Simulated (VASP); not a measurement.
Calculation: PBE GGA with D3 dispersion (zero damping), VASP's PBE PAW potentials (set 64) (plane waves; VASP).

The input files of a VASP run:

INCAR:
```
! general
SYSTEM = Na
PREC   = Accurate
ENCUT  = 520
LREAL  = .False.   ! projection in real space or not
LASPH  = .True.   ! aspherical one-centre terms

! electronic loop
EDIFF  = 1E-6   ! SCF stop (eV)
NELM   = 100   ! most electronic steps
ALGO   = Normal   ! blocked Davidson

! smearing
ISMEAR = 1
SIGMA  = 0.1   ! width (eV)

! functional
GGA    = PE   ! PBE
IVDW   = 11   ! D3, zero damping

! ions
IBRION = 2   ! conjugate gradients
NSW    = 60   ! most ionic steps
ISIF   = 3   ! ions, shape and volume
EDIFFG = -0.01

! output
LWAVE  = .False.
LCHARG = .False.
```

### POSCAR
```
Na
1
   -2.0824669938     2.0824669938     2.0824669938
    2.0824669938    -2.0824669938     2.0824669938
    2.0824669938     2.0824669938    -2.0824669938
Na
1
Direct
  0.0000000000   0.0000000000   0.0000000000
```

### KPOINTS
```
Automatic mesh
0
Gamma
11 11 11
0 0 0
```

POTCAR, in this order: Na_pv (PBE.64 set). Program: vasp_std.

Output of the run:

File OSZICAR:
```
       N       E                     dE             d eps       ncg     rms          rms(c)
DAV:   1     0.210022856173E+02    0.21002E+02   -0.38815E+03   798   0.838E+02
DAV:   2    -0.900908755719E+00   -0.21903E+02   -0.21888E+02   819   0.141E+02
DAV:   3    -0.131133567968E+01   -0.41043E+00   -0.41043E+00  1050   0.276E+01
DAV:   4    -0.131417200717E+01   -0.28363E-02   -0.28363E-02   952   0.202E+00
DAV:   5    -0.131421121204E+01   -0.39205E-04   -0.39205E-04  1050   0.207E-01    0.207E-01
DAV:   6    -0.131376039894E+01    0.45081E-03   -0.54796E-04   917   0.374E-01    0.138E-01
DAV:   7    -0.131344842914E+01    0.31197E-03   -0.11141E-03   903   0.450E-01    0.161E-02
DAV:   8    -0.131344166054E+01    0.67686E-05   -0.47510E-05   973   0.156E-01    0.216E-03
DAV:   9    -0.131344181537E+01   -0.15483E-06   -0.17495E-07   483   0.586E-03
   1 F= -.14722323E+01 E0= -.14721106E+01  d E =-.147223E+01
```

File OUTCAR:
```
------------------------ aborting loop because EDIFF is reached ----------------------------------------
 Edisp (eV)   -0.15879
  FORCE on cell =-STRESS in cart. coord.  units (eV):
  Direction    XX          YY          ZZ          XY          YZ          ZX
  --------------------------------------------------------------------------------------
  Total      -0.00936    -0.00936    -0.00936    -0.00000     0.00000    -0.00000
  in kB      -0.41511    -0.41511    -0.41511    -0.00000     0.00000    -0.00000
  external pressure =       -0.42 kB  Pullay stress =        0.00 kB
  volume of cell :       36.12
      direct lattice vectors                 reciprocal lattice vectors
    -2.082466994  2.082466994  2.082466994     0.000000000  0.240099844  0.240099844
     2.082466994 -2.082466994  2.082466994     0.240099844  0.000000000  0.240099844
     2.082466994  2.082466994 -2.082466994     0.240099844  0.240099844  0.000000000
 POSITION                                       TOTAL-FORCE (eV/Angst)
 -----------------------------------------------------------------------------------
      0.00000      0.00000      0.00000        -0.000000      0.000000     -0.000000
 -----------------------------------------------------------------------------------
    total drift:                               -0.000000      0.000000      0.000000
  FREE ENERGIE OF THE ION-ELECTRON SYSTEM (eV)
  ---------------------------------------------------
  free  energy   TOTEN  =        -1.4722322587 eV

  energy  without entropy=       -1.4718672551  energy(sigma->0) =       -1.47211059

 reached required accuracy - stopping structural energy minimisation
```
(Selected blocks of OUTCAR.)

The compound is Na in the bcc structure. It was relaxed first, which changed the volume by -7 %. The start is the result of an earlier pass.
